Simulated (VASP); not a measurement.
Given:

```xyz
2
Lattice="4.2099 0.0000 0.0000 0.0000 4.2099 0.0000 0.0000 0.0000 4.2099" Properties=species:S:1:pos:R:3 pbc="T T T"
Cs     0.0000     0.0000     0.0000
Cl     2.1049     2.1049     2.1049
```

Computed with PBE GGA, VASP's PBE PAW potentials (set 64) (plane waves; VASP 6.6.1). Numerical set-up: 520 eV cut-off, Gaussian smearing of 0.050 eV, potentials Cs_sv Cl.

Unless said otherwise, spin-orbit coupling is left out, though it shifts the bands of the heavy elements here.

**Question.** Give the energies of bands 3 to 11 at the high-symmetry points, in eV from the valence-band maximum.

**Answer.** 
```json
[
 {"band": "3", "Γ": "-6.00", "X": "-6.47", "M": "-6.65", "R": "-6.46"},
 {"band": "4", "Γ": "-6.00", "X": "-5.89", "M": "-6.65", "R": "-6.46"},
 {"band": "5", "Γ": "-6.00", "X": "-5.89", "M": "-5.82", "R": "-6.46"},
 {"band": "6", "Γ": "0.00", "X": "-1.04", "M": "-0.41", "R": "-0.95"},
 {"band": "7", "Γ": "0.00", "X": "-0.18", "M": "-0.41", "R": "-0.95"},
 {"band": "8", "Γ": "0.00", "X": "-0.18", "M": "-0.03", "R": "-0.95"},
 {"band": "9", "Γ": "4.99", "X": "6.38", "M": "5.88", "R": "8.22"},
 {"band": "10", "Γ": "5.44", "X": "7.31", "M": "5.97", "R": "8.22"},
 {"band": "11", "Γ": "5.44", "X": "8.48", "M": "7.90", "R": "8.22"}
]
```

The gap is direct, 4.99 eV, from the valence maximum at Γ to the conduction minimum at Γ.

Measured: gap 8.35 eV at 80 K (computed value off by -3.36 eV), as given by Wikipedia, Caesium chloride.

The compound is CsCl in the CsCl type structure. It was relaxed first, which changed the volume by +7 %.
